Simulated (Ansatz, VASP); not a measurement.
**BePd3C in two plane-wave programs**

Aim: how closely do two programs agree when they are given the same cell, functional and k mesh? The cell is generated by rule, not measured, and may not be a known phase. The cell is taken from a series of runs on this material, whose earlier steps may have relaxed, scaled, displaced or heated it; both programs get it as it stands.

Main program and level: Ansatz 0.2.0; plane waves, with VASP 6.6.1 beside it; zone-centre phonons at PBEsol.

The structure was built from a prototype and need not be the compound's stable phase.

**1. Starting point**

Symmetry: R3m, No. 160, trigonal system. Conventional cell: a = 5.574 Å, b = 5.574 Å, c = 7.299 Å, α = 90.00°, β = 90.00°, γ = 120.00°. Nearest to Be lie 9 Pd at 2.52 to 2.83 Å. Pd has 2 C at 2.00 to 2.03 Å and 3 Be at 2.52 to 2.83 Å and 4 Pd at 2.75 to 2.82 Å nearest. Nearest to C lie 6 Pd at 2.00 to 2.03 Å. Farther neighbours are not listed.

Coordinates:

```cif
data_structure
_symmetry_space_group_name_H-M 'R3m:H'
_symmetry_Int_Tables_number 160
_cell_length_a 5.5739
_cell_length_b 5.5739
_cell_length_c 7.2995
_cell_angle_alpha 90.000
_cell_angle_beta 90.000
_cell_angle_gamma 120.000
_cell_volume 196.40
loop_
_atom_site_label
_atom_site_type_symbol
_atom_site_symmetry_multiplicity
_atom_site_Wyckoff_symbol
_atom_site_fract_x
_atom_site_fract_y
_atom_site_fract_z
_atom_site_occupancy
Be1 Be 3 a 0.33333 0.66667 0.72632 1
Pd1 Pd 9 b 0.16459 0.32918 0.32848 1
C1 C 3 a 0.33333 0.66667 0.16907 1
```

**2. Ansatz: zone-centre phonons, PBEsol**

Ansatz runs on its default PAW (the set named soft_2) files.

Second derivatives magnify differences that forces hide, and they need a tight electronic threshold.

input.yaml

```yaml
crystal:
  lattice:
    - [2.7869426156, 1.6090420693, 2.433161694]
    - [-2.7869426156, 1.6090420693, 2.433161694]
    - [0.0, -3.2180841387, 2.433161694]
  atoms:
    - { symbol: Be, position: [0.0596513475, 0.0596513475, 0.0596513475] }
    - { symbol: Pd, position: [0.4930700054, 0.4930700054, 0.9992940066] }
    - { symbol: Pd, position: [0.4930700054, 0.9992940066, 0.4930700054] }
    - { symbol: Pd, position: [0.9992940066, 0.4930700054, 0.4930700054] }
    - { symbol: C, position: [0.5024077645, 0.5024077645, 0.5024077645] }
kpoints:
  mp_grid: { grid: [9, 9, 9] }
hamiltonian:
  xc: pbesol
scf:
  occupations: { method: methfessel_paxton, width: 0.2 }
output:
  eigenvalues: true
phonons:
  method: dfpt
```

On the command line:

```
$ ansatz run input.yaml --threads 4 --pin off --max-ram 14336MiB --backend cpu --events-out ev --progress --plain --runs-dir out
```

Numbers of over 12 decimals in the logs are rounded to 6 here.

Log:

```text
zone centre: on kpoints.mp_grid the ground state, and the responses unless they are solved on pairs of k-points, stand on 205 of the mesh's 729 k-points, reduced under 2 symmetry operations, with k and −k counted as one. Each operation leaves every solved displacement unchanged or reverses it
Engine: ansatz 0.2.0, aarch64-unknown-linux-gnu
Pseudopotentials: kind: paw
Pseudopotential: Be, paw, valence charge 2, recommended cutoff 420 eV (normal), Be.paw.azcp
Pseudopotential: Pd, paw, valence charge 18, recommended cutoff 420 eV (normal), Pd.paw.azcp
Pseudopotential: C, paw, valence charge 4, recommended cutoff 420 eV (normal), C.paw.azcp
Functional definition: PBEsol
  exchange = pbesol_x
  correlation = pbesol_c
Crystal: 5 atoms, lattice volume = 65.466 Å³
Basis set: ecut = 420 eV, 1293 PW (Γ), exchange–correlation on 54×54×54 points (8 copies of the dense FFT grid, shifted against one another)
Bands: 36, of which v1, the nominal top of the filled ones, is band 30 counted from 1 (29 counted from 0)
Symmetry: 6 space group operations
k-points: 205 of 729 (irreducible under 2 space group operations, time reversal used)
Non-local potential: Be, projectors of the file, l = 0: 2, l = 1: 2, l = 2: 1
Non-local potential: Pd, projectors of the file, l = 0: 2, l = 1: 2, l = 2: 2, l = 3: 1
Non-local potential: C, projectors of the file, l = 0: 2, l = 1: 2, l = 2: 1
PAW form: soft (Blöchl's): semilocal exchange-correlation on the pseudo side does not see the compensation charge
PAW frozen core: Be, regenerated for the run's functional, and the local potential with it (the file was generated under x = pbe(κ = 0.804, μ = 0.219515), c = pbe(β = 0.066725))
PAW frozen core: Pd, regenerated for the run's functional, and the local potential with it (the file was generated under x = pbe(κ = 0.804, μ = 0.219515), c = pbe(β = 0.066725))
PAW frozen core: C, regenerated for the run's functional, and the local potential with it (the file was generated under x = pbe(κ = 0.804, μ = 0.219515), c = pbe(β = 0.066725))
PAW one-centre angular grid: Be, 110 points (default); XC on 64 Gauss nodes
PAW one-centre angular grid: Pd, 590 points (default); XC on 64 Gauss nodes
PAW one-centre angular grid: C, 110 points (default); XC on 64 Gauss nodes
Initial density: superposition of atomic densities (neutral atoms: chi_scale 0, normalization atom), corrected by the library's trained network
Initial wavefunctions: pseudopotential atomic-orbital guess
Functional: x = pbesol(κ = 0.804, μ = 0.123457), c = pbesol(β = 0.046)
SCF iter   1: F=—  HF=-21055.889676 eV  |F-HF|=—  |Δ(HF+E_count)|=         —  Δρ=8.45e-3  dr2=3.60e-2  ethr=1.77e-3  ⟨swp⟩=5.1  Hψ=29135  notcnv=0
preconditioner: auto → Kerker (q_TF=auto, 2.689 Å⁻¹)  [metal: Δε(μ)=0.028 eV  Ē_g=7.771 eV  σ=0.200 eV  W_gap=0.12  n_scr=20 (ndim 8)  ℏωp=27.5 eV  f_vac=0.000  D(μ)=3.45/eV (n_scr^D=26)]
SCF iter   2: F=—  HF=-21055.881393 eV  |F-HF|=—  |Δ(HF+E_count)|=   8.28e-3  S|Δr|=    0.00e0  Δρ=3.91e-3  dr2=7.88e-3  ethr=6.00e-5  ⟨swp⟩=2.0  Hψ=12599  notcnv=0
SCF iter   3: F=—  HF=-21055.879286 eV  |F-HF|=—  |Δ(HF+E_count)|=   2.11e-3  S|Δr|=    0.00e0  Δρ=8.46e-4  dr2=6.06e-4  ethr=1.31e-5  ⟨swp⟩=2.0  Hψ=10478  notcnv=0
SCF iter   4: F=—  HF=-21055.879176 eV  |F-HF|=—  |Δ(HF+E_count)|=   1.10e-4  S|Δr|=    0.00e0  Δρ=2.48e-4  dr2=6.80e-5  ethr=1.01e-6  ⟨swp⟩=1.5  Hψ=7383  notcnv=0
SCF iter   5: F=—  HF=-21055.879158 eV  |F-HF|=—  |Δ(HF+E_count)|=   1.74e-5  S|Δr|=    0.00e0  Δρ=5.38e-5  dr2=2.82e-6  ethr=1.13e-7  ⟨swp⟩=2.3  Hψ=9986  notcnv=0
SCF iter   6: F=—  HF=-21055.879153 eV  |F-HF|=—  |Δ(HF+E_count)|=   5.88e-6  S|Δr|=    0.00e0  Δρ=1.02e-5  dr2=5.60e-8  ethr=4.70e-9  ⟨swp⟩=2.0  Hψ=9894  notcnv=0
SCF iter   7: F=—  HF=-21055.879153 eV  |F-HF|=—  |Δ(HF+E_count)|=   5.72e-9  S|Δr|=    0.00e0  Δρ=2.12e-6  dr2=2.78e-9  ethr=9.34e-11  ⟨swp⟩=2.7  Hψ=11602  notcnv=0
SCF iter   8: F=—  HF=-21055.879153 eV  |F-HF|=—  |Δ(HF+E_count)|=  2.04e-10  S|Δr|=    0.00e0  Δρ=6.18e-7  dr2=3.30e-10  ethr=4.63e-12  ⟨swp⟩=2.5  Hψ=10925  notcnv=0
SCF iter   9: F=—  HF=-21055.879153 eV  |F-HF|=—  |Δ(HF+E_count)|=  4.73e-11  S|Δr|=    0.00e0  Δρ=2.03e-7  dr2=1.96e-11  ethr=1.00e-12  ⟨swp⟩=1.4  Hψ=8106  notcnv=0
SCF iter  10: F=-21055.879153 eV  HF=-21055.879153 eV  |F-HF|=3.64e-12  |Δ(HF+E_count)|=  1.09e-11  S|Δr|=    0.00e0  Δρ=6.87e-8  dr2=2.42e-12  ethr=1.00e-12  ⟨swp⟩=8.9  Hψ=32736  notcnv=0
SCF 1 converged in 10 iterations: F = -21055.879153 eV  dr2 = 2.42e-12
  greatest PAW one-centre occupation: 0.999 electrons in one spin orbital (limit 2), on the Pd atom at site 3 (counted from 0), in its partial waves of l = 0
DFPT response loops at Γ: preconditioner auto → Kerker (q_TF=auto, 2.689 Å⁻¹) (partly filled bands, converged f_vac=0.000); β = 1.00, the filter's whole step (`scf.mixing.beta` (0.50) is not read by the response loops under this deck's `scf.mixing.preconditioner`; to damp them name `kerker` or `kerker_dos`, under which they read `scf.mixing.beta`, and type it under 1.00, their step now; both keys bind the ground state too); Broyden in place of MSR1
SCF converged after 10 iterations
Stability not checked: this state was not tested for a lower state beside it, because cold or Methfessel-Paxton smearing, or corrected tetrahedra, fill the levels in a way that the test cannot read (fill_not_monotonic; see scf.lower_state_search)
Free energy (F): -21055.879153 eV
Harris-Foulkes:  -21055.879153 eV  (|F-HF|=3.64e-12)
Internal energy: -21055.873257 eV  (E = F + TS)
E sigma→0 (E₀):  -21055.877679 eV
Entropy (-TS):   -0.005895 eV (-1.179 meV/atom)
Fermi energy:    15.709548 eV
--- Per-component energies (eV) ---
  E_band       = -634.886658
  E_kinetic    = 1644.541393
  E_local      = -7250.214460  (includes V_loc(G=0)·N_el)
  E_nonlocal   = 687.790049
  E_hartree    = 2995.293851
  E_xc         = -569.384970
  E_vxc        = -712.516733  (∫ρ·V_xc dr)
  E_paw        = -11205.889835  (= ΣΔE_a)
  E_vpaw       = -995.075215  (= ΣTr[D̂ρ^β])
  E_aug_tail   = 0.000568  (compensation charges beyond the density's cutoff)
  E_ewald      = -7358.948058
  E_core_change = 0.938204  (= ΣΔE_core)
  E_smearing   = -0.005895  (= −TS)
  E_closure    = -0.000000  (closes the sum)
  Σ components = -21055.879153   (vs F -21055.879153, Δ=0.00e0)
--- Band table (eV; the first three rows and the last of 205) ---
  k-point 0: bands = [... 26 lower, 13.2603, 14.4254, 14.5115, 14.5115, 14.7522, 18.4312, 18.5213, 18.5213, ... 2 higher]
  k-point 1: bands = [... 26 lower, 13.5889, 14.4287, 14.5716, 14.6868, 14.7865, 18.2008, 18.6549, 18.7109, ... 2 higher]
  k-point 2: bands = [... 26 lower, 13.6513, 14.2902, 14.5458, 15.0818, 15.1319, 18.1463, 19.0121, 19.1048, ... 2 higher]
  k-point 204: bands = [... 26 lower, 14.1216, 14.3325, 14.4062, 14.9843, 15.2534, 17.2179, 18.1496, 18.1911, ... 2 higher]
--- Phonons (Γ-DFPT): 7 representative perturbations + reference, on 205 of 729 k-points (Σ response iterations 24) ---
  k mesh reduced under 2 symmetry operations, with k and −k counted as one. Each operation leaves every solved displacement unchanged or reverses it
  ASR residual: 3.453e-5 → 0.000e0 eV/Å²; symmetrization residual: 2.099e-6 eV/Å²
  ASR residual per site (eV/Å²): 3.45e-5 1.50e-5 1.45e-5 1.45e-5 1.96e-5
  Γ frequencies (cm⁻¹): -38.58 -38.58 0.00 0.00 0.00 39.76 85.56 85.56 157.51 157.51 177.81 216.86 476.06 476.06 522.80
  non-analytic LO–TO correction: not included (Born effective charges unavailable; polar crystals: no LO–TO splitting at Γ)
```

(Part 1 of 3 ends here.)

[Lines on the potential files, build, host, timing and source positions are cut from VASP's logs without a mark.]

[Logs are printed without paths, hosts, clocks, repeated set-up lines and the standing remarks that a program may print on its own settings, such as how far it seeks lower states.]

[Hosts, paths, dates, database ids (printed as entryN), source tags and the programs' standing remarks are cut or masked in the printed files.]
